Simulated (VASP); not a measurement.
Input:

```
Al2Au
1.0
    0.00000     3.06000     3.06000
    3.06000     0.00000     3.06000
    3.06000     3.06000     0.00000
Al Au
2 1
Direct
  0.25000   0.25000   0.25000
  0.75000   0.75000   0.75000
  0.00000   0.00000   0.00000
```

The numbers are results of PBE GGA, VASP's PBE PAW potentials (set 64) (plane waves; VASP), not measurements. Numerical set-up: 400 eV cut-off, 8×8×8 Γ-centred mesh, Gaussian smearing of 0.020 eV, potentials Al Au.

Unless said otherwise, spin-orbit coupling is left out, though it shifts the bands of the heavy elements here.

Predict the energy per atom (σ→0), pressure, band gap (on the k-mesh) with the smallest direct gap where there is one.

| Property | Value |
|---|---|
| band gap (on the k-mesh) | none (metal, semimetal or under 0.01 eV) |
| energy per atom (σ→0) | -4.003 eV/atom |
| pressure | -3.09 GPa |

Only differences to runs with the same potentials and settings are physical.

The compound is AuAl2 in the fluorite structure. The cell was not relaxed at this level. The run is one of a series of settings (ISMEAR = 0, SIGMA = 0.02 against the base run), some of them coarse on purpose. The electron count is odd and the run is not spin-polarised, which forces a metal.
